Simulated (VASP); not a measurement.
Here is the system:

```
Ag2S
1.0
    2.34660    -3.67380     0.00000
    2.34660     3.67380     0.00000
    0.00000     0.00000     6.14928
Ag S
4 2
Direct
  0.33184   0.66816   0.88331
  0.66816   0.33184   0.11669
  0.16816   0.83184   0.38331
  0.83184   0.16816   0.61669
  0.00000   0.00000   0.00000
  0.50000   0.50000   0.50000
```

The numbers are results of PBEsol GGA, VASP's PBE PAW potentials (set 64) (plane waves; VASP), not measurements. Numerical set-up: 400 eV cut-off, 6×6×4 Γ-centred mesh, tetrahedra with Blöchl corrections, potentials Ag S.

The cores are frozen, which limits the accuracy of field gradients.

Q: Give the principal components of the electric field gradient (V/Å²) and the asymmetry η at each nucleus.

A: 
```
atom    Vxx   Vyy   Vzz     η
----  -----  ----  ----  ----
Ag1   -43.0  -1.0  44.0  0.96
Ag2   -43.0  -1.0  44.0  0.96
Ag3   -43.0  -1.0  44.0  0.96
Ag4   -43.0  -1.0  44.0  0.96
S5    -68.6  -5.3  73.9  0.86
S6    -68.6  -5.3  73.9  0.86
```

The structure comes from a computed database's Ag2S entry (Cmce); how it stands against other phases isn't given here. It was relaxed first, which changed the volume by -10 %.
